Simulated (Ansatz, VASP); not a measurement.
# Cross-check of SnSe2 (SnSe2 monolayer (from P-3m1)) between VASP and Ansatz

Aim: how closely do two programs agree when they are given the same cell, functional and k mesh? The structure shown is the start of the Ansatz relaxation below; VASP solves that cell, so the two are compared at the walk's first step.

Main program and level: Ansatz 0.2.0; plane waves, with VASP 6.6.1 beside it; single point at PBEsol.

### Step 1. The structure

The cell holds 3 atoms: 1 Sn and 2 Se. Cell: a = 3.811 Å, b = 3.811 Å, c = 29.911 Å, α = 90.0°, β = 90.0°, γ = 120.0°. Vacuum lies along c. The height across the vacuum is the one that the program set for its solve, not the one typed.

### Step 2. Ansatz: relaxation, PBEsol

Ansatz runs on its default PAW (the set named soft_2) files.

The two programs are compared at the cell with which this relaxation starts, whose forces are those of its first step.

Contents of input.yaml:

```yaml
crystal:
  lattice:
    - [3.811, 0.0, 0.0]
    - [-1.9055, 3.300423, 0.0]
    - [0.0, 0.0, 27.055728]
  atoms:
    - { symbol: Sn, position: [0.3333333, 0.6666667, 0.5] }
    - { symbol: Se, position: [0.0, 0.0, 0.556471] }
    - { symbol: Se, position: [0.6666667, 0.3333333, 0.443529] }
  periodic: [true, true, false]
basis:
  ecutwfc: 420
  xc_grid: 2
hamiltonian:
  xc: pbesol
kpoints:
  mp_grid: { grid: [10, 10, 1] }
scf:
  occupations: { method: fermi_dirac, width: 0.02 }
  max_iter: 60
relax:
  f_tol: 0.005
  max_steps: 60
  cell: {}
output:
  forces: true
checkpoint:
  write: "../cell.run"
  compress: false
  write_wavefunctions: false
  write_every: 100000
```

Command:

```
ansatz run input.yaml --threads 4 --pin off --max-ram 9420MiB --backend cpu --events-out ev --progress --plain --runs-dir out
```

Numbers of over 12 decimals in the logs are rounded to 6 here.

What it wrote:

```text
Warning: crystal.periodic: the lattice vector that does not repeat stood 0.000° off the slab's normal, 27.056 Å along it as the deck builds it. The run solves the slab on a vector along the normal, 29.911 Å long, with every atom where it was (on the deck's vector they left 24.00 Å outside them, and the widest stretch free of ions among them is 1.53 Å). A fractional position that the run reports is one of the run's ce [...]
crystal.periodic: the lattice vector that does not repeat stood 0.000° off the slab's normal, 27.056 Å along it as the deck builds it. The run solves the slab on a vector along the normal, 29.911 Å long, with every atom where it was (on the deck's vector they left 24.00 Å outside them, and the widest stretch free of ions among them is 1.53 Å). A fractional position that the run reports is one of the run's cell, which [...]
Engine: ansatz 0.2.0, aarch64-unknown-linux-gnu
Pseudopotentials: kind: paw
Pseudopotential: Sn, paw, valence charge 14, recommended cutoff 420 eV (normal), Sn.paw.azcp
Pseudopotential: Se, paw, valence charge 16, recommended cutoff 420 eV (normal), Se.paw.azcp
Functional definition: PBEsol
  exchange = pbesol_x
  correlation = pbesol_c
Crystal: 3 atoms, lattice volume = 376.224 Å³
Basis set: ecut = 420 eV, 7335 PW (Γ), exchange–correlation on 54×54×400 points (8 copies of the dense FFT grid, shifted against one another)
Bands: 28, of which v1, the nominal top of the filled ones, is band 23 counted from 1 (22 counted from 0)
Symmetry: 12 space group operations
Space group: P-3m1 (ITA 164), of the structure as read, at distance tolerance 7.2e-5 Å
k-points: 14 of 100
Non-local potential: Sn, projectors of the file, l = 0: 2, l = 1: 2, l = 2: 2, l = 3: 2
Non-local potential: Se, projectors of the file, l = 0: 2, l = 1: 2, l = 2: 3, l = 3: 1
PAW form: soft (Blöchl's): semilocal exchange-correlation on the pseudo side does not see the compensation charge
PAW frozen core: Sn, regenerated for the run's functional, and the local potential with it (the file was generated under x = pbe(κ = 0.804, μ = 0.219515), c = pbe(β = 0.066725))
PAW frozen core: Se, regenerated for the run's functional, and the local potential with it (the file was generated under x = pbe(κ = 0.804, μ = 0.219515), c = pbe(β = 0.066725))
PAW one-centre angular grid: Sn, 590 points (default); XC on 64 Gauss nodes
PAW one-centre angular grid: Se, 590 points (default); XC on 64 Gauss nodes
Initial density: superposition of atomic densities (neutral atoms: chi_scale 0, normalization atom), corrected by the library's trained network
Initial wavefunctions: pseudopotential atomic-orbital guess
Functional: x = pbesol(κ = 0.804, μ = 0.123457), c = pbesol(β = 0.046)
SCF iter   1: F=—  HF=-16799.133301 eV  |F-HF|=—  |Δ(HF+E_count)|=         —  Δρ=1.27e-3  dr2=6.40e-3  ethr=1.77e-3  ⟨swp⟩=15.5  Hψ=2813  notcnv=0
[...]
SCF iter   2: F=—  HF=-16799.008664 eV  |F-HF|=—  |Δ(HF+E_count)|=   1.85e-2  Δρ=1.65e-3  dr2=1.04e-2  ethr=1.34e-4  ⟨swp⟩=2.7  Hψ=578  notcnv=0
SCF iter   3: F=—  HF=-16799.005931 eV  |F-HF|=—  |Δ(HF+E_count)|=   2.73e-3  Δρ=4.77e-4  dr2=2.66e-3  ethr=2.25e-5  ⟨swp⟩=3.6  Hψ=796  notcnv=0
SCF iter   4: F=—  HF=-16799.005453 eV  |F-HF|=—  |Δ(HF+E_count)|=   4.78e-4  Δρ=1.64e-4  dr2=1.36e-4  ethr=5.79e-6  ⟨swp⟩=3.0  Hψ=652  notcnv=0
SCF iter   5: F=—  HF=-16799.005433 eV  |F-HF|=—  |Δ(HF+E_count)|=   2.02e-5  Δρ=4.97e-5  dr2=9.06e-6  ethr=2.96e-7  ⟨swp⟩=3.9  Hψ=918  notcnv=0
SCF iter   6: F=—  HF=-16799.005433 eV  |F-HF|=—  |Δ(HF+E_count)|=   2.23e-7  Δρ=1.37e-5  dr2=5.66e-7  ethr=1.97e-8  ⟨swp⟩=2.8  Hψ=748  notcnv=0
SCF iter   7: F=-16799.005434 eV  HF=-16799.005434 eV  |F-HF|=2.49e-9  |Δ(HF+E_count)|=   6.51e-7  Δρ=3.45e-6  dr2=4.35e-8  ethr=6.52e-10  ⟨swp⟩=6.9  Hψ=1670  notcnv=0
SCF 2 converged in 7 iterations: F = -16799.005434 eV  dr2 = 4.35e-8
relax step   2: F+E_penalty+E_count = -16799.00543366 eV  Δ(F+E_penalty+E_count) = +1.247e-1 eV  max|allowed force component| = 1.160e0 eV/Å  Δτ_max = 0.1943 Å  P = -1.111 N/m  Ω = 370.382 Å³  energy of the carried Pulay correction = +3.147e-4 eV  fix = [c, alpha, beta]  (7 SCF iters, dr2 threshold 3.00e-7 eV, rejected (line search))
[...]
relax step   3: F+E_penalty+E_count = -16799.16170507 eV  Δ(F+E_penalty+E_count) = -3.155e-2 eV  max|allowed force component| = 4.312e-2 eV/Å  Δτ_max = 0.0620 Å  P = -0.155 N/m  Ω = 375.282 Å³  energy of the carried Pulay correction = +5.040e-5 eV  fix = [c, alpha, beta]  reactions: c -0.000 N/m  (9 SCF iters, accepted)
[...]
relax step   4: F+E_penalty+E_count = -16799.16197447 eV  Δ(F+E_penalty+E_count) = -2.694e-4 eV  max|allowed force component| = 2.506e-3 eV/Å  Δτ_max = 0.0034 Å  P = -0.044 N/m  Ω = 374.849 Å³  energy of the carried Pulay correction = +7.359e-5 eV  fix = [c, alpha, beta]  reactions: c -0.000 N/m  (4 SCF iters, dr2 threshold 1.16e-7 eV, accepted)
[...]
relax step   5: F+E_penalty+E_count = -16799.16190622 eV  Δ(F+E_penalty+E_count) = +6.825e-5 eV  max|allowed force component| = 2.484e-3 eV/Å  Δτ_max = 0.0000 Å  P = -0.046 N/m  Ω = 374.849 Å³  fix = [c, alpha, beta]  reactions: c -0.000 N/m  stress off target by 4.58e-2 N/m on what of the cell is left free  SCF on the basis re-selected at this cell (its energy is not comparable with the rows above)  (6 SCF iters)
basis re-selected at this cell: Δ(F+E_penalty+E_count) = +6.825e-5 eV, ΔP = -0.002 N/m vs the last step (what re-selecting the basis moved, of the pressure what is left beyond the Pulay correction that the steps carried, after the strain that the cell walked since its last selection, with what the two solves' SCF thresholds leave and, on support functions, any second-order correction that the steps lacked; it is no m [...]
SCF converged after 6 iterations
Free energy (F): -16799.161906 eV
Harris-Foulkes:  -16799.161906 eV  (|F-HF|=5.46e-11)
Internal energy: -16799.161906 eV  (E = F + TS)
E sigma→0 (E₀):  -16799.161906 eV
Fermi energy:    -5.607273 eV
--- Per-component energies (eV) ---
  E_band       = -1501.586598
  E_kinetic    = 424.920226
  E_local      = -95244.984258  (includes V_loc(G=0)·N_el)
  E_nonlocal   = -1214.530360
  E_hartree    = 47375.409273
  E_xc         = -584.265316
  E_vxc        = -291.305454  (∫ρ·V_xc dr)
  E_paw        = -7805.531926  (= ΣΔE_a)
  E_vpaw       = 73.495729  (= ΣTr[D̂ρ^β])
  E_aug_tail   = -0.001236  (compensation charges beyond the density's cutoff)
  E_ewald      = 40247.519951
  E_core_change = 2.301741  (= ΣΔE_core)
  E_smearing   = -0.000000  (= −TS)
  E_closure    = -0.000000  (closes the sum)
  Σ components = -16799.161906   (vs F -16799.161906, Δ=0.00e0)
--- Forces (eV/Å), atoms counted from 1 ---
  atom   1  Sn     0.00000000     0.00000000     0.00000000
  atom   2  Se     0.00000000     0.00000000    -0.00248431
  atom   3  Se    -0.00000000    -0.00000000     0.00248431
  max |Σ_I F_I| component: 0.00e0 eV/Å
--- 2D stress c σ (N/m, compression-positive) ---
       -0.045823      -0.000000      -0.000000
       -0.000000      -0.045823      -0.000000
       -0.000000      -0.000000      -0.000000
  P = ½ c Tr σ = -0.0458 N/m
--- Relaxed structure (4 steps of the walk, 3 accepted, 1 SCFs on fresh bases) ---
  F+E_penalty+E_count = -16799.16190622 eV   max|allowed force component| = 2.484e-3 eV/Å   (the final SCF, on the basis selected at the relaxed cell)
  cell:  # Å, volume = 374.8493 Å³
    - [3.804033, 0, 0]
    - [-1.902016, 3.294389, 0]
    - [0, 0, 29.911456]
  atoms:
    - { symbol: Sn, position: [0.333333, 0.666667, 0.452264] }
    - { symbol: Se, position: [5.689714359499001e-19, 0, 0.505302] }
    - { symbol: Se, position: [0.666667, 0.333333, 0.399225] }
```

Reading the cycles: dr2 is the Hartree energy of the density residual (eV), the measure of convergence; HF is the Harris–Foulkes estimate of the energy, which meets the free energy F at convergence.

### Step 3. VASP: single point, PBEsol, start cell

The same cell, functional, mesh and smearing now go to VASP, with its own data sets.

Lines of VASP's logs that name or quote its potential files are left out, and so is its time.

Contents of INCAR:

```
SYSTEM = SnSe2
PREC = Accurate
ENCUT = 400
EDIFF = 1E-06
NELM = 120
ISMEAR = -1
SIGMA = 0.02
LREAL = .FALSE.
ALGO = Normal
GGA = PS
NBANDS = 19
LORBIT = 11
LWAVE = .FALSE.
LCHARG = .FALSE.
ISIF = 2
LDIPOL = .TRUE.
IDIPOL = 3
DIPOL = 0.5 0.5 0.452
LVHAR = .TRUE.
LASPH = .TRUE.
GGA_COMPAT = .FALSE.
EFERMI = MIDGAP
NELMDL = -8
```

Contents of POSCAR:

```
SnSe2
1.0
    3.8110000000      0.0000000000      0.0000000000
   -1.9055000000      3.3004230000      0.0000000000
    0.0000000000      0.0000000000     29.9114560000
Sn Se
1 2
Direct
    0.3333333333      0.6666666667      0.4522636411
    0.0000000000      0.0000000000      0.5033432007
    0.6666666667      0.3333333333      0.4011840814
```

Contents of KPOINTS:

```
Automatic mesh
0
Gamma
10 10 1
0 0 0
```

PAW data sets: Sn_d and Se (PBE family, release 64).

Command:

```
mpirun -np 1 vasp_std
```

What it wrote:

```text
[banner, memory and clock lines left out]
running    1 mpi-ranks, on    1 nodes
 distrk:  each k-point on    1 cores,    1 groups
 distr:  one band on    1 cores,    1 groups

 POSCAR found type information on POSCAR SnSe
 POSCAR found :  2 types and       3 ions
|                                                                             |
|               ----> ADVICE to this user running VASP <----                  |
|                                                                             |
|     You enforced a specific xc type in the INCAR file but a different       |
|     [... a line on the potential file left out ...]
|     I HOPE YOU KNOW WHAT YOU ARE DOING!                                     |
|                                                                             |

 LDA part: xc-table for (Slater+PW92), standard interpolation
 POSCAR, INCAR and KPOINTS ok, starting setup
 FFT: planning ... GRIDC
 FFT: planning ... GRID_SOFT
 FFT: planning ... GRID
 WAVECAR not read
 entering main loop
       N       E                     dE             d eps       ncg     rms          rms(c)
DAV:   1     0.168658029865E+03    0.16866E+03   -0.94056E+03   644   0.837E+02
DAV:   2     0.670574470838E+01   -0.16195E+03   -0.15905E+03   692   0.212E+02
DAV:   3    -0.127127218922E+02   -0.19418E+02   -0.19366E+02   686   0.847E+01
DAV:   4    -0.131896994008E+02   -0.47698E+00   -0.47619E+00   751   0.162E+01
DAV:   5    -0.131989448827E+02   -0.92455E-02   -0.92441E-02   782   0.219E+00
DAV:   6    -0.131990243672E+02   -0.79485E-04   -0.79482E-04   745   0.181E-01
DAV:   7    -0.131990270856E+02   -0.27184E-05   -0.27183E-05   801   0.316E-02
DAV:   8    -0.131990271111E+02   -0.25515E-07   -0.25534E-07   620   0.330E-03    0.515E+00
DAV:   9    -0.129294036689E+02    0.26962E+00   -0.51309E-01   816   0.824E+00    0.328E+00
DAV:  10    -0.128962899416E+02    0.33114E-01   -0.25285E-01   701   0.375E+00    0.462E-01
DAV:  11    -0.128907369835E+02    0.55530E-02   -0.31786E-02   731   0.200E+00    0.276E-01
DAV:  12    -0.128908179842E+02   -0.81001E-04   -0.24643E-03   646   0.305E-01    0.610E-02
DAV:  13    -0.128907839914E+02    0.33993E-04   -0.18763E-04   777   0.137E-01    0.302E-02
DAV:  14    -0.128907548463E+02    0.29145E-04   -0.91129E-05   699   0.533E-02    0.105E-02
DAV:  15    -0.128907573641E+02   -0.25178E-05   -0.79933E-06   735   0.142E-02    0.967E-03
DAV:  16    -0.128908021138E+02   -0.44750E-04   -0.29762E-05   625   0.178E-02    0.502E-03
DAV:  17    -0.128908701249E+02   -0.68011E-04   -0.53657E-06   500   0.744E-03    0.384E-03
DAV:  18    -0.128909120467E+02   -0.41922E-04   -0.25150E-06   552   0.734E-03    0.245E-03
DAV:  19    -0.128909324833E+02   -0.20437E-04   -0.30706E-07   589   0.244E-03    0.852E-04
DAV:  20    -0.128909413322E+02   -0.88489E-05   -0.29453E-07   581   0.236E-03    0.130E-03
DAV:  21    -0.128909454178E+02   -0.40856E-05   -0.94977E-08   584   0.167E-03    0.244E-04
DAV:  22    -0.128909469088E+02   -0.14911E-05   -0.17373E-08   569   0.499E-04    0.277E-04
DAV:  23    -0.128909484083E+02   -0.14995E-05   -0.23138E-08   527   0.437E-04    0.162E-04
DAV:  24    -0.128909491361E+02   -0.72778E-06   -0.10867E-08   564   0.302E-04
   1 F= -.12890949E+02 E0= -.12890949E+02  d E =-.151618E-10
```

OUTCAR, selected parts (step 3):

```text
ion  position               nearest neighbor table
   1  0.333  0.667  0.452-   2 2.68   2 2.68   3 2.68   3 2.68   2 2.68   3 2.68
   2  0.000  0.000  0.503-   1 2.68   1 2.68   1 2.68
   3  0.667  0.333  0.401-   1 2.68   1 2.68   1 2.68

  LATTYP: Found a hexagonal cell.
 ALAT       =     3.8110000000
 C/A-ratio  =     7.8487158226

 Subroutine GETGRP returns: Found 12 space group operations
 (whereof  6 operations were pure point group operations)

The static configuration has the point symmetry C_3v.
 The point group associated with its full space group is D_3d.

 Found     14 irreducible k-points:

   k-points           NKPTS =     14   k-points in BZ     NKDIM =     14   number of bands    NBANDS=     19

   dimension x,y,z NGX =    28 NGY =   28 NGZ =  196
   dimension x,y,z NGXF=    56 NGYF=   56 NGZF=  392

   ENCUT  =  400.0 eV  29.40 Ry    5.42 a.u.   6.21  6.21 48.78*2*pi/ulx,y,z

   NELECT =      26.0000    total number of electrons

 k-points in reciprocal lattice and weights: Automatic mesh
   0.00000000  0.00000000  0.00000000       0.010
   0.10000000  0.00000000  0.00000000       0.060
   0.20000000  0.00000000  0.00000000       0.060
   0.30000000 -0.00000000  0.00000000       0.060
   0.40000000 -0.00000000  0.00000000       0.060
   0.50000000 -0.00000000  0.00000000       0.030
   0.10000000  0.10000000  0.00000000       0.060
   0.20000000  0.10000000  0.00000000       0.120
   0.30000000  0.10000000  0.00000000       0.120
[...]
0.40000000  0.20000000  0.00000000       0.060
   0.30000000  0.30000000  0.00000000       0.060

 dipolmoment           0.000000      0.000000      0.000001 electrons x Angstroem

 average (electrostatic) potential at core
       1-110.4548       2 -61.2224       3 -61.2224

 E-fermi :  -3.6271

 k-point     1 :       0.0000    0.0000    0.0000
  band No.  band energies     occupation
    ...
      9      -5.0247      2.00000
     10      -4.6303      2.00000
     11      -4.6303      2.00000
     12      -4.1899      2.00000
     13      -4.1899      2.00000
     14      -2.3601      0.00000
     15      -1.0913      0.00000
     16       0.5576      0.00000
     17       0.5576      0.00000
     18       1.6997      0.00000
    ...

 k-point     2 :       0.1000    0.0000    0.0000
  band No.  band energies     occupation
    ...
      9      -5.5249      2.00000
     10      -4.9803      2.00000
     11      -4.9712      2.00000
     12      -4.7017      2.00000
     13      -4.0833      2.00000
     14      -1.8252      0.00000
     15      -0.4917      0.00000
     16       0.4330      0.00000
     17       0.8174      0.00000
     18       1.8274      0.00000
    ...

 k-point     3 :       0.2000    0.0000    0.0000
  band No.  band energies     occupation
    ...
      9      -6.8113      2.00000
     10      -5.6153      2.00000
     11      -5.5488      2.00000
     12      -4.8406      2.00000
     13      -4.0929      2.00000
     14      -1.7795      0.00000
     15      -0.0579      0.00000
     16       1.2971      0.00000
     17       1.3864      0.00000
     18       2.0232      0.00000
    ...

  Total        0.6758518      0.6758519      1.7714056      0.0000000      0.0000000      0.0000000
  in kB        2.8781667      2.8781670      7.5436666      0.0000000      0.0000000      0.0000000
  external PRESSURE =       4.4333334 kB  Pullay stress =       0.0000000 kB

  energy-cutoff  :      400.00
  volume of cell :      376.22
      direct lattice vectors                 reciprocal lattice vectors
     3.811000000  0.000000000  0.000000000     0.262398321  0.151495733  0.000000000
    -1.905500000  3.300423000  0.000000000     0.000000000  0.302991465  0.000000000
     0.000000000  0.000000000 29.911456000     0.000000000  0.000000000  0.033432007

 POSITION                                       TOTAL-FORCE (eV/Angst)
 -----------------------------------------------------------------------------------
     -0.00000      2.20028     13.52786         0.000000     -0.000000     -0.000000
      0.00000      0.00000     15.05573         0.000000      0.000000      0.589995
      1.90550      1.10014     12.00000        -0.000000     -0.000000     -0.589995
 -----------------------------------------------------------------------------------
    total drift:                                0.000000     -0.000000      0.000035

  FREE ENERGIE OF THE ION-ELECTRON SYSTEM (eV)
  ---------------------------------------------------
  free  energy   TOTEN  =       -12.8909491361 eV

  energy  without entropy=      -12.8909491361  energy(sigma->0) =      -12.89094914

 vacuum level on the upper side and lower side of the slab         2.059         2.059

 total charge
# of ion       s       p       d       tot
------------------------------------------
    1        1.047   1.070  10.119  12.236
    2        1.482   2.326   0.028   3.836
    3        1.482   2.326   0.028   3.836
--------------------------------------------------
tot          4.012   5.722  10.175  19.909

[... 3 further parts left out ...]
```

### Step 4. Differences

Known differences besides the potentials themselves: Ansatz cuts the interaction across the vacuum, VASP repeats the sheet with a dipole correction; the data sets hold 46 valence electrons in Ansatz (on its default PAW (the set named soft_2) files) and 26 in VASP; the cutoff is 420 eV in Ansatz and 400 eV in VASP; Ansatz makes its cores anew for this functional, VASP keeps those of its PBE data sets. Total energies have different zeros and are not compared.

Forces (eV/Å; atoms numbered as in POSCAR):

```tsv
atom	Ansatz x, y, z	VASP x, y, z
Sn1	0.000, 0.000, 0.000	0.000, 0.000, 0.000
Se2	0.000, 0.000, 0.567	0.000, 0.000, 0.590
Se3	0.000, 0.000, -0.567	0.000, 0.000, -0.590
```

The forces differ by 11 meV/Å r.m.s., which is 3.9 % of the r.m.s. force of 0.278 eV/Å (both taken over all components). With vacuum in the cell, a pressure given here is an average over mostly empty space and none of the material.

### Step 5. What came out

```
r.m.s. force difference (single point, PBEsol, start cell) : 3.9 % of the r.m.s. force
```

**Reading.** The r.m.s. force difference is 3.9 % of the r.m.s. force (single point, PBEsol, start cell), beyond the 3 % picked in this series as the mark of a large difference. The data sets hold unlike numbers of valence electrons (46 in Ansatz and 26 in VASP), so part of the differences comes from the potentials. 1 further run of this series is not shown here. How closely two codes agree says nothing of how well the functional describes the real material.

[Lines on the potential files, build, host, timing and source positions are cut from VASP's logs without a mark.]

[Logs are printed without paths, hosts, clocks, repeated set-up lines and the standing remarks that a program may print on its own settings, such as how far it seeks lower states.]

[Hosts, paths, dates, database ids (printed as entryN), source tags and the programs' standing remarks are cut or masked in the printed files.]
